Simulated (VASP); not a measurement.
An input for Ansatz (written as the equivalent of a VASP run, and not itself run):

Ansatz 0.2 input:
```yaml
crystal:
  lattice:
    - [0.0000000, 3.1450000, 3.1450000]
    - [3.1450000, 0.0000000, 3.1450000]
    - [3.1450000, 3.1450000, 0.0000000]
  atoms:
    - { symbol: K, position: [0.0000000, 0.0000000, 0.0000000] }
    - { symbol: Cl, position: [0.5000000, 0.5000000, 0.5000000] }
kpoints:
  mp_grid: { grid: [6, 6, 6] }
hamiltonian:
  xc: lda
  pseudopotentials: { kind: paw }
scf:
  occupations: { method: fermi_dirac, width: 0.05 }
  max_iter: 100
output: { forces: true, stress: true, eigenvalues: true }
```

Q: Write the VASP files for the same calculation (LDA).

A: One answer among several that fit: 
File KPOINTS:
```
Regular mesh
0
G
 6 6 6
0 0 0
```

**INCAR**
```
LCHARG = F
NELM = 100   # most electronic steps
ISIF = 2   # forces and stress, cell fixed
ISMEAR = -1   # Fermi-Dirac
LWAVE = F
ENCUT = 300   # plane-wave cut-off (eV)
EDIFF = 1E-6   # SCF stop (eV)
SYSTEM = KCl
LASPH = T   # aspherical one-centre terms
SIGMA = 0.05   # width (eV)
ALGO = Normal   # blocked Davidson
PREC = Accurate
LREAL = F   # projection in real space or not
```

**POSCAR**
```
KCl
4.4477020
  0.0000000000   0.7071067261   0.7071067261
  0.7071067261   0.0000000000   0.7071067261
  0.7071067261   0.7071067261   0.0000000000
K Cl
1 1
Cart
  0.0000000000   0.0000000000   0.0000000000
  0.7071067261   0.7071067261   0.7071067261
```

POTCAR, in this order: K_sv Cl (LDA.64 set). Program: vasp_std.

The two are equivalent in intent, not identical: each code has its own PAW files, so the cut-off isn't converted (ENCUT is set for VASP's; basis.ecutwfc is left out, and Ansatz then takes the one that its files recommend); Ansatz stops its SCF on the density residual and VASP on the energy change (EDIFF); Ansatz's lda is the Perdew-Wang form, while the LDA potentials of VASP carry Perdew-Zunger's.

The structure is a typed KCl crystal (Fm-3m). The cell was not relaxed at this level. The run is one of a series of settings (GGA removed, POTCAR K_sv Cl (LDA.64 set) against the base run), some of them coarse on purpose.
